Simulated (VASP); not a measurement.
**MnAl15N16 (a cell with a defect): single point with PBEsol+U**

MnAl15N16 (a cell with a defect):

```xyz
32
Lattice="6.2200 0.0000 0.0000 -3.1100 5.3867 0.0000 0.0000 0.0000 9.9600" Properties=species:S:1:pos:R:3 pbc="T T T"
Mn    1.5550    0.8978    0.0000
Al    1.5550    0.8978    4.9800
Al    0.0000    3.5911    0.0000
Al    0.0000    3.5911    4.9800
Al    4.6650    0.8978    0.0000
Al    4.6650    0.8978    4.9800
Al    3.1100    3.5911    0.0000
Al    3.1100    3.5911    4.9800
Al    0.0000    1.7956    2.4900
Al    0.0000    1.7956    7.4700
Al   -1.5550    4.4889    2.4900
Al   -1.5550    4.4889    7.4700
Al    3.1100    1.7956    2.4900
Al    3.1100    1.7956    7.4700
Al    1.5550    4.4889    2.4900
Al    1.5550    4.4889    7.4700
N     1.5550    0.8978    1.9024
N     1.5550    0.8978    6.8824
N     0.0000    3.5911    1.9024
N     0.0000    3.5911    6.8824
N     4.6650    0.8978    1.9024
N     4.6650    0.8978    6.8824
N     3.1100    3.5911    1.9024
N     3.1100    3.5911    6.8824
N     0.0000    1.7956    4.3924
N     0.0000    1.7956    9.3724
N    -1.5550    4.4889    4.3924
N    -1.5550    4.4889    9.3724
N     3.1100    1.7956    4.3924
N     3.1100    1.7956    9.3724
N     1.5550    4.4889    4.3924
N     1.5550    4.4889    9.3724
```

| Property | Result |
| --- | --- |
| Program | VASP 6.6.1 |
| Task | single point |
| Functional | PBEsol |
| Potentials or basis | VASP PAW PBE potentials, release 64 (Mn_pv, Al, N) |
| Cutoff | 450 eV |
| k mesh | 3 × 3 × 2 |
| Occupations | gaussian, width 0.03 eV |
| Spin | collinear spin, ferromagnetic start |
| Fixed moment | 2 μB |
| Hubbard terms | Mn d U = 3.5 eV |
| Dq | 0 |
| Further INCAR settings | LREAL = Auto; ALGO = Normal; EDIFF = 1e-05; NBANDS = 95 |

* Largest force: 1.487 eV/Å
* Net moment: 2.00 μB per cell
* Site moments: Mn +2.15; Al -0.00, +0.01, +0.00; N -0.04, -0.01, +0.00, -0.00, -0.06 μB
* Valence electrons inside the program's atomic spheres: Mn 11.89; Al 0.81; N 3.82, 3.84, 3.81

Forces in eV/Å, atoms in the order of the input:
```
Mn   0.000  0.000 -0.172
Al   0.000  0.000 -0.089
Al   0.158  0.091  0.233
Al  -0.010 -0.006 -0.024
Al   0.000 -0.182  0.233
Al   0.000  0.012 -0.024
Al  -0.158  0.091  0.233
Al   0.010 -0.006 -0.024
Al   0.006 -0.004  0.017
Al   0.058 -0.033 -0.104
Al   0.000  0.007  0.017
Al   0.000  0.067 -0.104
Al  -0.006 -0.004  0.017
Al  -0.058 -0.033 -0.104
Al   0.000  0.000  0.016
Al   0.000  0.000 -0.043
N    0.000  0.000  1.487
N    0.000  0.000 -0.131
N   -0.014 -0.008 -0.042
N    0.034  0.020  0.030
N    0.000  0.016 -0.042
N    0.000 -0.039  0.030
N    0.014 -0.008 -0.042
N   -0.034  0.020  0.030
N   -0.042  0.025  0.036
N   -0.995  0.575 -0.480
N    0.000 -0.049  0.036
N    0.000 -1.149 -0.480
N    0.042  0.025  0.036
N    0.995  0.575 -0.480
N    0.000  0.000  0.001
N    0.000  0.000 -0.064
```

Eigenvalues of the final occupation matrices:
```tsv
site	spin	trace	eigenvalues
site 1 d	1	3.63	0.30 0.72 0.72 0.94 0.94
site 1 d	2	1.48	0.07 0.07 0.22 0.22 0.91
```

Wall time 12 min on 1 thread of Intel(R) Xeon(R) Platinum 8488C (Sapphire Rapids) (shared host), peak memory 0.62 GiB.

Caveat: the k mesh is coarse (spacing up to 0.39 Å⁻¹), so the values aren't converged; the PAW data sets were made with another functional, which shifts forces and pressure a little; the total moment is fixed, so each spin has its own Fermi level; only a ferromagnetic start was run, and an antiferromagnetic order may lie lower in energy. The state reached can hang on the start; a lower one may exist.
